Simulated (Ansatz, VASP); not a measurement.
# PtSe2 in two plane-wave programs

Wanted: the spread between two codes on one cell, functional and k mesh. The cell is taken from a series of runs on this material, whose earlier steps may have relaxed, scaled, displaced or heated it; both programs get it as it stands.

Method: plane waves, with VASP 6.6.1 beside it; PBEsol, in Ansatz 0.2.0.

### Step 1. Set-up

It takes space group P-3m1 (No. 164, trigonal). Conventional cell: a = 3.733 Å, b = 3.733 Å, c = 4.677 Å, α = 90.00°, β = 90.00°, γ = 120.00°. Nearest to Pt lie 6 Se at 2.50 Å. Nearest to Se lie 3 Pt at 2.50 Å. It derives from Pt1Se2. Farther neighbours and most contacts between anions are not listed.

Coordinates:

```cif
data_structure
_symmetry_space_group_name_H-M 'P-3m1'
_symmetry_Int_Tables_number 164
_cell_length_a 3.7334
_cell_length_b 3.7334
_cell_length_c 4.6775
_cell_angle_alpha 90.000
_cell_angle_beta 90.000
_cell_angle_gamma 120.000
_cell_volume 56.46
loop_
_atom_site_label
_atom_site_type_symbol
_atom_site_symmetry_multiplicity
_atom_site_Wyckoff_symbol
_atom_site_fract_x
_atom_site_fract_y
_atom_site_fract_z
_atom_site_occupancy
Pt1 Pt 1 b 0.00000 0.00000 0.50000 1
Se1 Se 2 d 0.33333 0.66667 0.77023 1
```

### Step 2. VASP: single point, PBEsol

A single point takes one fixed geometry, so differences don't come from the geometry; what else differs is listed under the comparison.

Lines of VASP's logs that name or quote its potential files are left out, and so is its time.

Contents of INCAR:

```
SYSTEM = PtSe2
PREC = Accurate
ENCUT = 500
EDIFF = 1E-06
NELM = 120
ISMEAR = -1
SIGMA = 0.02
LREAL = .FALSE.
ALGO = Normal
GGA = PS
NBANDS = 17
LASPH = .TRUE.
LORBIT = 11
LWAVE = .FALSE.
LCHARG = .FALSE.
ISIF = 2
GGA_COMPAT = .FALSE.
KPAR = 2
```

Contents of POSCAR:

```
PtSe2
1.0
    3.7334449482      0.0000000000      0.0000000000
   -1.8667224741      3.2332581688      0.0000000000
    0.0000000000      0.0000000000      4.6774889591
Pt Se
1 2
Direct
    0.0000000000      0.0000000000      0.5000000000
    0.3333333333      0.6666666667      0.7702266479
    0.6666666667      0.3333333333      0.2297733521
```

Contents of KPOINTS:

```
Automatic mesh
0
Gamma
12 12 6
0 0 0
```

The projector-augmented-wave data sets are Pt and Se (PBE family, release 64).

The run is started by

```console
> mpirun -np 2 vasp_std
```

Numbers of over 12 decimals in the logs are rounded to 6 here.

Output:

```text
[banner, memory and clock lines left out]
running    2 mpi-ranks, on    1 nodes
 distrk:  each k-point on    1 cores,    2 groups
 distr:  one band on    1 cores,    1 groups

 POSCAR found type information on POSCAR PtSe
 POSCAR found :  2 types and       3 ions
|                                                                             |
|               ----> ADVICE to this user running VASP <----                  |
|                                                                             |
|     You enforced a specific xc type in the INCAR file but a different       |
|     [... a line on the potential file left out ...]
|     I HOPE YOU KNOW WHAT YOU ARE DOING!                                     |
|                                                                             |

 LDA part: xc-table for (Slater+PW92), standard interpolation
 POSCAR, INCAR and KPOINTS ok, starting setup
 FFT: planning ... GRIDC
 FFT: planning ... GRID_SOFT
 FFT: planning ... GRID
 WAVECAR not read
 entering main loop
       N       E                     dE             d eps       ncg     rms          rms(c)
DAV:   1     0.107881415775E+03    0.10788E+03   -0.10174E+04  3400   0.113E+03
DAV:   2    -0.120043467918E+02   -0.11989E+03   -0.11654E+03  4219   0.218E+02
DAV:   3    -0.166376752385E+02   -0.46333E+01   -0.45975E+01  4159   0.438E+01
DAV:   4    -0.166707721152E+02   -0.33097E-01   -0.33072E-01  4277   0.390E+00
DAV:   5    -0.166710587597E+02   -0.28664E-03   -0.28663E-03  4345   0.359E-01    0.133E+01
DAV:   6    -0.160998872242E+02    0.57117E+00   -0.45814E+00  3454   0.192E+01    0.802E+00
DAV:   7    -0.159000349709E+02    0.19985E+00   -0.83292E-01  3455   0.918E+00    0.405E+00
DAV:   8    -0.158769631542E+02    0.23072E-01   -0.57263E-02  3711   0.167E+00    0.804E-01
DAV:   9    -0.158740208571E+02    0.29423E-02   -0.73782E-03  3795   0.823E-01    0.193E-01
DAV:  10    -0.158740234071E+02   -0.25500E-05   -0.11629E-03  3914   0.215E-01    0.365E-02
DAV:  11    -0.158740232537E+02    0.15335E-06   -0.49991E-05  4228   0.503E-02    0.258E-02
DAV:  12    -0.158740229481E+02    0.30568E-06   -0.25577E-06  3840   0.111E-02
   1 F= -.15874023E+02 E0= -.15873215E+02  d E =-.161591E-02
```

OUTCAR, selected parts (step 2):

```text
ion  position               nearest neighbor table
   1  0.000  0.000  0.500-   2 2.50   3 2.50   3 2.50   2 2.50   3 2.50   2 2.50
   2  0.333  0.667  0.770-   1 2.50   1 2.50   1 2.50
   3  0.667  0.333  0.230-   1 2.50   1 2.50   1 2.50

  LATTYP: Found a hexagonal cell.
 ALAT       =     3.7334449482
 C/A-ratio  =     1.2528613717

 Subroutine GETGRP returns: Found 12 space group operations
 (whereof 12 operations were pure point group operations)

The static configuration has the point symmetry D_3d.

 Found    100 irreducible k-points:

   k-points           NKPTS =    100   k-points in BZ     NKDIM =    100   number of bands    NBANDS=     17

   dimension x,y,z NGX =    28 NGY =   28 NGZ =   36
   dimension x,y,z NGXF=    56 NGYF=   56 NGZF=   72

   ENCUT  =  500.0 eV  36.75 Ry    6.06 a.u.   6.81  6.81  8.53*2*pi/ulx,y,z

   NELECT =      22.0000    total number of electrons

 k-points in reciprocal lattice and weights: Automatic mesh
   0.00000000  0.00000000  0.00000000       0.001
   0.08333333  0.00000000  0.00000000       0.007
   0.16666667 -0.00000000  0.00000000       0.007
   0.25000000  0.00000000  0.00000000       0.007
   0.33333333  0.00000000  0.00000000       0.007
   0.41666667  0.00000000  0.00000000       0.007
   0.50000000  0.00000000  0.00000000       0.003
   0.08333333  0.08333333  0.00000000       0.007
   0.16666667  0.08333333  0.00000000       0.014
[...]
0.33333333  0.25000000  0.50000000       0.014
   0.33333333  0.33333333  0.50000000       0.002

 average (electrostatic) potential at core
       1 -67.6170       2 -51.9220       3 -51.9220

 E-fermi :   7.2758

 k-point     1 :       0.0000    0.0000    0.0000
  band No.  band energies     occupation
    ...
      6       3.2954      2.00000
      7       3.2954      2.00000
      8       4.7116      2.00000
      9       6.2167      2.00000
     10       6.2167      2.00000
     11       8.1952      0.00000
     12       8.2239      0.00000
     13       8.2239      0.00000
     14      10.2791      0.00000
     15      11.5504      0.00000
    ...

 k-point     2 :       0.0833    0.0000    0.0000
  band No.  band energies     occupation
    ...
      6       3.1894      2.00000
      7       3.2388      2.00000
      8       4.5331      2.00000
      9       5.8553      2.00000
     10       6.0610      2.00000
     11       7.3603      0.02885
     12       8.3696      0.00000
     13       8.8596      0.00000
     14      10.7911      0.00000
     15      12.0132      0.00000
    ...

 k-point     3 :       0.1667   -0.0000    0.0000
  band No.  band energies     occupation
    ...
      7       3.1036      2.00000
      8       4.0469      2.00000
      9       5.3581      2.00000
     10       5.6677      2.00000
     11       6.5676      2.00000
     12       8.7317      0.00000
     13       9.1030      0.00000
     14      11.7461      0.00000
     15      12.8499      0.00000
     16      14.0382      0.00000
    ...

  Total        1.4743417      1.4743417      1.3130744      0.0000000      0.0000000     -0.0000000
  in kB       41.8355836     41.8355836     37.2594990      0.0000000      0.0000000     -0.0000000
  external PRESSURE =      40.3102220 kB  Pullay stress =       0.0000000 kB

  energy-cutoff  :      500.00
  volume of cell :       56.46
      direct lattice vectors                 reciprocal lattice vectors
     3.733444948  0.000000000  0.000000000     0.267849135  0.154642770  0.000000000
    -1.866722474  3.233258169  0.000000000     0.000000000  0.309285540  0.000000000
     0.000000000  0.000000000  4.677488959     0.000000000  0.000000000  0.213789922

 POSITION                                       TOTAL-FORCE (eV/Angst)
 -----------------------------------------------------------------------------------
      0.00000      0.00000      2.33874        -0.000000      0.000000      0.000000
     -0.00000      2.15551      3.60273        -0.000000      0.000000      0.051811
      1.86672      1.07775      1.07476         0.000000     -0.000000     -0.051811
 -----------------------------------------------------------------------------------
    total drift:                               -0.000000     -0.000000     -0.000000

  FREE ENERGIE OF THE ION-ELECTRON SYSTEM (eV)
  ---------------------------------------------------
  free  energy   TOTEN  =       -15.8740229481 eV

  energy  without entropy=      -15.8724070404  energy(sigma->0) =      -15.87321499

 total charge
# of ion       s       p       d       tot
------------------------------------------
    1        0.686   0.710   8.061   9.456
    2        1.489   2.219   0.081   3.789
    3        1.489   2.219   0.081   3.789
--------------------------------------------------
tot          3.665   5.147   8.223  17.035

[... 3 further parts left out ...]
```

The run ends at a pressure of 4.03 GPa, with forces up to 0.052 eV/Å.

### Step 3. Ansatz: single point, PBEsol

Ansatz runs on its PAW soft_1 files.

The same cell, functional, mesh and smearing now go to Ansatz, which takes its cutoff from its data sets.

Contents of input.yaml:

```yaml
crystal:
  lattice:
    - [3.7334449482, 0.0, 0.0]
    - [-1.8667224741, 3.2332581688, 0.0]
    - [0.0, 0.0, 4.6774889591]
  atoms:
    - { symbol: Pt, position: [0.0, 0.0, 0.5] }
    - { symbol: Se, position: [0.3333333333, 0.6666666667, 0.7702266479] }
    - { symbol: Se, position: [0.6666666667, 0.3333333333, 0.2297733521] }
kpoints:
  mp_grid: { grid: [12, 12, 6] }
  band_path:
    path:
      - [[0.0, 0.0, 0.0], [0.5, 0.0, 0.0], [0.33333333, 0.33333333, 0.0], [0.0, 0.0, 0.0], [0.0, 0.0, 0.5], [0.5, 0.0, 0.5], [0.33333333, 0.33333333, 0.5], [0.0, 0.0, 0.5]]
      - [[0.5, 0.0, 0.5], [0.5, 0.0, 0.0]]
      - [[0.33333333, 0.33333333, 0.5], [0.33333333, 0.33333333, 0.0]]
    npoints: 10
hamiltonian:
  xc: pbesol
  pseudopotentials: { kind: paw, azcp: { folder: soft_1 }, xc_functional: pbe }
scf:
  occupations: { method: fermi_dirac, width: 0.02 }
  n_extra_bands: 5
output:
  eigenvalues: true
  forces: true
  stress: true
  write_density: true
  write_potential: true
  elf: true
  volumetric_format: npy
```

The run is started by

```console
> ansatz run input.yaml --threads 2 --pin off --max-ram 92160MiB --backend cuda --events-out ev --progress --plain --runs-dir out --devices 1 --max-vram 13GiB
```

Output:

```text
scf.n_extra_bands = 5 over 25 filled bands (N_el = 50.0): the run solves 30 bands
GPUs: using 1 of 1 available (devices: 1).
Engine: ansatz 0.2.0, x86_64-unknown-linux-gnu
Pseudopotentials: kind: paw
Pseudopotential: Pt, paw, valence charge 18, recommended cutoff 420 eV (normal), soft_1/Pt.paw.azcp
Pseudopotential: Se, paw, valence charge 16, recommended cutoff 420 eV (normal), soft_1/Se.paw.azcp
Functional definition: PBEsol
  exchange = pbesol_x
  correlation = pbesol_c
device memory: the entry about to start is reckoned to put 1.9 GiB on a device that reports 41.9 GiB free (of which the cap on the GPU budget leaves the run 13.0 GiB)
GPU FFT provider: cuFFT
GPU libraries: cuBLAS 13.8.2, cuFFT 12.4.0, cuSOLVER 12.3.4
Crystal: 3 atoms, lattice volume = 56.463 Å³
Basis set: ecut = 420 eV, 1095 PW (Γ), exchange–correlation on 50×50×64 points (8 copies of the dense FFT grid, shifted against one another)
Bands: 30, of which v1, the nominal top of the filled ones, is band 25 counted from 1 (24 counted from 0)
Symmetry: 12 space group operations
Space group: P-3m1 (ITA 164), of the structure as read, at distance tolerance 3.8e-5 Å
k-points: 100 of 864
Non-local potential: Pt, projectors of the file, l = 0: 3, l = 1: 2, l = 2: 2, l = 3: 1
Non-local potential: Se, projectors of the file, l = 0: 2, l = 1: 2, l = 2: 3, l = 3: 1
PAW form: soft (Blöchl's): semilocal exchange-correlation on the pseudo side does not see the compensation charge
PAW frozen core: Pt, regenerated for the run's functional, and the local potential with it (the file was generated under x = pbe(κ = 0.804, μ = 0.219515), c = pbe(β = 0.066725))
PAW frozen core: Se, regenerated for the run's functional, and the local potential with it (the file was generated under x = pbe(κ = 0.804, μ = 0.219515), c = pbe(β = 0.066725))
PAW one-centre angular grid: Pt, 590 points (default); XC on 64 Gauss nodes
PAW one-centre angular grid: Se, 590 points (default); XC on 64 Gauss nodes
Initial density: superposition of atomic densities (chi_scale 0.1, normalization cell, long waves kept (reshape's long-wave potential 0.01 eV rms))
Initial wavefunctions: pseudopotential atomic-orbital guess
GPU buffer pool allocated for 20000 grid points (all kernels)
GPU transforms: local potential and band sums: pruned to the plane-wave sphere, on 25×25×32
Functional: x = pbesol(κ = 0.804, μ = 0.123457), c = pbesol(β = 0.046)
SCF iter   1: F=—  HF=-23235.231920 eV  |F-HF|=—  |Δ(HF+E_count)|=         —  Δρ=5.08e-2  dr2=7.40e-1  ethr=3.10e-3  ⟨swp⟩=5.4  Hψ=11623  notcnv=0
preconditioner: auto → Kerker (q_TF=auto, 2.674 Å⁻¹)  [metal: Δε(μ)=0.019 eV  Ē_g=10.291 eV  σ=0.020 eV  W_gap=0.23  n_scr=20 (ndim 8)  ℏωp=23.2 eV  f_vac=0.003  D(μ)=1.56/eV (n_scr^D=8)]
SCF iter   2: F=—  HF=-23235.080776 eV  |F-HF|=—  |Δ(HF+E_count)|=   1.51e-1  Δρ=2.56e-2  dr2=2.16e-1  ethr=1.48e-3  ⟨swp⟩=2.0  Hψ=4296  notcnv=0
SCF iter   3: F=—  HF=-23235.029528 eV  |F-HF|=—  |Δ(HF+E_count)|=   5.12e-2  Δρ=8.24e-3  dr2=3.43e-2  ethr=4.32e-4  ⟨swp⟩=2.1  Hψ=3552  notcnv=0
SCF iter   4: F=—  HF=-23235.021526 eV  |F-HF|=—  |Δ(HF+E_count)|=   8.00e-3  Δρ=1.40e-3  dr2=2.58e-3  ethr=6.86e-5  ⟨swp⟩=3.7  Hψ=5684  notcnv=0
SCF iter   5: F=—  HF=-23235.021050 eV  |F-HF|=—  |Δ(HF+E_count)|=   4.76e-4  Δρ=7.66e-4  dr2=6.33e-4  ethr=5.16e-6  ⟨swp⟩=2.0  Hψ=5603  notcnv=0
SCF iter   6: F=—  HF=-23235.020756 eV  |F-HF|=—  |Δ(HF+E_count)|=   2.94e-4  Δρ=2.66e-4  dr2=7.46e-5  ethr=1.27e-6  ⟨swp⟩=2.0  Hψ=5322  notcnv=0
SCF iter   7: F=—  HF=-23235.020833 eV  |F-HF|=—  |Δ(HF+E_count)|=   7.65e-5  Δρ=5.49e-5  dr2=2.61e-6  ethr=1.49e-7  ⟨swp⟩=2.0  Hψ=4038  notcnv=0
SCF iter   8: F=—  HF=-23235.020833 eV  |F-HF|=—  |Δ(HF+E_count)|=   2.68e-9  Δρ=2.50e-5  dr2=5.24e-7  ethr=5.21e-9  ⟨swp⟩=2.0  Hψ=5216  notcnv=0
SCF iter   9: F=-23235.020833 eV  HF=-23235.020833 eV  |F-HF|=3.93e-9  |Δ(HF+E_count)|=   2.48e-8  Δρ=9.02e-6  dr2=4.79e-8  ethr=2.00e-10  ⟨swp⟩=6.3  Hψ=20952  notcnv=0
SCF 1 converged in 9 iterations: F = -23235.020833 eV  dr2 = 4.79e-8
  greatest PAW one-centre occupation: 1.000 electrons in one spin orbital (limit 2), on the Pt atom at site 0 (counted from 0), in its partial waves of l = 0
device memory: the entry about to start is reckoned to put 1.6 GiB on a device that reports 40.9 GiB free (of which the cap on the GPU budget leaves the run 13.0 GiB)
NSCF: frozen V_eff on 93 k-points, pencils in batches of 32, up to order 132
SCF converged after 9 iterations
Free energy (F): -23235.020833 eV
Harris-Foulkes:  -23235.020833 eV  (|F-HF|=3.93e-9)
Internal energy: -23235.019226 eV  (E = F + TS)
E sigma→0 (E₀):  -23235.020029 eV
Entropy (-TS):   -0.001606 eV (-0.535 meV/atom)
Fermi energy:    14.212675 eV
--- Per-component energies (eV) ---
  E_band       = -917.869272
  E_kinetic    = 820.014357
  E_local      = -6666.044651  (includes V_loc(G=0)·N_el)
  E_nonlocal   = -497.194720
  E_hartree    = 3289.608144
  E_xc         = -401.457758
  E_vxc        = -453.361959  (∫ρ·V_xc dr)
  E_paw        = -13519.424467  (= ΣΔE_a)
  E_vpaw       = -700.491099  (= ΣTr[D̂ρ^β])
  E_aug_tail   = 0.000377  (compensation charges beyond the density's cutoff)
  E_ewald      = -6262.824443
  E_core_change = 2.303935  (= ΣΔE_core)
  E_smearing   = -0.001606  (= −TS)
  E_closure    = -0.000000  (closes the sum)
  Σ components = -23235.020833   (vs F -23235.020833, Δ=0.00e0)
--- Forces (eV/Å), atoms counted from 1 ---
  atom   1  Pt    -0.00000000    -0.00000000     0.00000000
  atom   2  Se     0.00000000     0.00000000     0.03448028
  atom   3  Se    -0.00000000    -0.00000000    -0.03448028
  max |Σ_I F_I| component: 5.78e-19 eV/Å
--- Stress (GPa, compression-positive) ---
        4.055989      -0.000000      -0.000000
       -0.000000       4.055989       0.000000
       -0.000000       0.000000       3.624830
  P = ⅓ Tr σ = 3.9123 GPa (39.123 kbar)
--- Band table (eV; the first three rows and the last of 100) ---
  k-point 0: bands = [... 21 lower, 11.6438, 13.1480, 13.1480, 15.1185, 15.1559, 15.1559, 17.2201, 18.4801, ... 1 higher]
  k-point 1: bands = [... 21 lower, 11.6243, 12.8831, 12.8831, 14.3142, 15.5475, 15.5475, 17.5415, 19.2586, ... 1 higher]
  k-point 2: bands = [... 21 lower, 11.4805, 12.4691, 12.4691, 13.0212, 16.2873, 16.2873, 18.4574, 20.4385, ... 1 higher]
  k-point 99: bands = [... 21 lower, 9.7745, 10.6130, 11.5980, 11.5980, 16.7896, 16.7896, 21.0606, 21.6509, ... 1 higher]
```

Reading the cycles: dr2 is the Hartree energy of the density residual (eV), the measure of convergence; HF is the Harris–Foulkes estimate of the energy, which meets the free energy F at convergence.

### Step 4. Comparison

Known differences besides the potentials themselves: the data sets hold 50 valence electrons in Ansatz (on its PAW soft_1 files) and 22 in VASP; the cutoff is 420 eV in Ansatz and 500 eV in VASP; Ansatz makes its cores anew for this functional, VASP keeps those of its PBE data sets. Total energies have different zeros and are not compared.

Compared:

```
      quantity  Ansatz  VASP  difference
pressure (GPa)    3.91  4.03       -0.12
```

Forces (eV/Å; atoms numbered as in POSCAR):

```
atom        Ansatz x, y, z          VASP x, y, z
 Pt1   0.000, 0.000, 0.000   0.000, 0.000, 0.000
 Se2   0.000, 0.000, 0.034   0.000, 0.000, 0.052
 Se3  0.000, 0.000, -0.034  0.000, 0.000, -0.052
```

The forces differ by 8.2 meV/Å r.m.s., which is 33.5 % of the r.m.s. force of 0.024 eV/Å (both taken over all components).

### Step 5. Results

```yaml
difference_in_pressure_single_point_pbesol: -0.12 GPa
r_m_s_force_difference_single_point_pbesol: 8.2 meV/Å
```

The r.m.s. force difference is 8.2 meV/Å (single point, PBEsol), within the 12 meV/Å picked in this series as the mark of a large difference. The data sets hold unlike numbers of valence electrons (50 in Ansatz and 22 in VASP), so part of the differences may come from the potentials. How closely two codes agree says nothing of how well the functional describes the real material.

[Lines on the potential files, build, host, timing and source positions are cut from VASP's logs without a mark.]

[Logs are printed without paths, hosts, clocks, repeated set-up lines and the standing remarks that a program may print on its own settings, such as how far it seeks lower states.]

[Hosts, paths, dates, database ids (printed as entryN), source tags and the programs' standing remarks are cut or masked in the printed files.]
